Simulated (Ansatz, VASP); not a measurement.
## BeSi: VASP beside Ansatz

File INCAR:

```
ALGO = Normal
EDIFF = 1E-6
EDIFFG = -0.04
ENCUT = 600
GGA = PE
IBRION = 2
ISIF = 3
ISMEAR = 0
LASPH = True
LCHARG = False
LREAL = False
LWAVE = False
NELM = 80
NSW = 90
PREC = Accurate
SIGMA = 0.1
```

KPOINTS

```
k-points
0
Gamma
  12 12 4
```

File POSCAR:

```
BeSi
1.0
    2.3880440390      0.0000000000      0.0000000000
   -1.1940220195      2.0681068031      0.0000000000
    0.0000000000      0.0000000000      5.9702295779
Be Si
1 1
Direct
    0.0000000000      0.0000000000      0.0000000000
    0.0000000000      0.0000000000      0.5000000000
```

Input for Ansatz:

```yaml
crystal:
  lattice:
    - [2.388044039, 0.0, 0.0]
    - [-1.1940220195, 2.0681068031, 0.0]
    - [0.0, 0.0, 5.9702295779]
  atoms:
    - { symbol: Be, position: [0.0, 0.0, 0.0] }
    - { symbol: Si, position: [0.0, 0.0, 0.5] }
basis:
  ecutwfc: 420
kpoints:
  mp_grid: { grid: [12, 12, 4] }
hamiltonian:
  xc: pbe
scf:
  occupations: { method: gaussian, width: 0.1 }
  lower_state_search: "off"
output:
  forces: true
  stress: true
  eigenvalues: true
relax:
  adjacent_minimum: "off"
  f_tol: 0.04
  max_steps: 70
  cell: { stress_tol: 0.4 }
```

Change from the starting cell: ordered superstructure of hcp with vacancies (P6/mmm, No. 191).

Alike in both runs: task relaxation of cell and atoms; functional PBE; k mesh 12 × 12 × 4; occupations gaussian, width 0.1 eV; no spin polarisation.

```csv
,VASP,Ansatz
version,VASP 6.6.1,Ansatz 0.2.0
potentials or method,"VASP PAW PBE potentials, release 64 (Be, Si)","scalar-relativistic, plane waves, PAW"
plane-wave cutoff (eV),600,420
valence electrons in the cell,6,6
```

```tsv
	VASP	Ansatz	Ansatz less VASP
gap on the k mesh at the Fermi level, each at its own relaxed structure (eV)	none	none	-
relaxed volume (Å³/atom)	12.93	12.95	+0.019
relaxed cell length with the largest relative difference (Å)	4.893	4.897	+0.0039
energy change over the relaxation (meV/atom)	-121	-122	-0.2
```

A gap of «none» marks a metal or a gap that the smearing closes.
